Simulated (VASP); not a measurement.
The input files of a VASP run:

### KPOINTS
```
kpoints
0
gamma
6 6 4
```

File POSCAR:
```
PtSe2
4.9727720
  0.3653700592  -0.6485569819   0.0000000000
  0.3653700592   0.6485569819   0.0000000000
  0.0000000000   0.0000000000   1.0000000000
Pt Se
1 2
Cart
  0.0000000000   0.0000000000   0.0000000000
  0.3653700592   0.2161860930   0.2550000000
  0.3807367931  -0.2161860930   0.7450000000
```

**INCAR**
```
ALGO = Normal
EDIFF = 1E-6
ENCUT = 400
GGA = PE
ISIF = 2
ISMEAR = 0
LASPH = T
LCHARG = F
LMAXMIX = 6
LREAL = F
LWAVE = F
NELM = 100
PREC = Accurate
SIGMA = 0.05
SYSTEM = PtSe2
```

POTCAR, in this order: Pt Se (PBE.64 set). Program: vasp_std.

Problem. Translate this PBE calculation to Ansatz.

Solution. One equivalent input (not run):
Ansatz 0.2 input:
```yaml
crystal:
  lattice:
    - [1.8169020, -3.2251260, 0.0000000]
    - [1.8169020, 3.2251260, 0.0000000]
    - [0.0000000, 0.0000000, 4.9727720]
  atoms:
    - { symbol: Pt, position: [0.0000000, 0.0000000, 0.0000000] }
    - { symbol: Se, position: [0.3333330, 0.6666670, 0.2550000] }
    - { symbol: Se, position: [0.6876960, 0.3543620, 0.7450000] }
kpoints:
  mp_grid: { grid: [6, 6, 4] }
hamiltonian:
  xc: pbe
  pseudopotentials: { kind: paw }
scf:
  occupations: { method: gaussian, width: 0.05 }
  max_iter: 100
output: { forces: true, stress: true, eigenvalues: true }
```
What does not carry over: each code has its own PAW files, so the cut-off isn't converted (ENCUT is set for VASP's; basis.ecutwfc is left out, and Ansatz then takes the one that its files recommend); Ansatz stops its SCF on the density residual and VASP on the energy change (EDIFF).

The compound is PtSe2 in the 1T layered structure. The cell was not relaxed at this level, atoms are displaced from their ideal sites. The k-mesh is coarse (spacing up to 0.33 per Å, 2π included), so the numbers may not be converged in it.
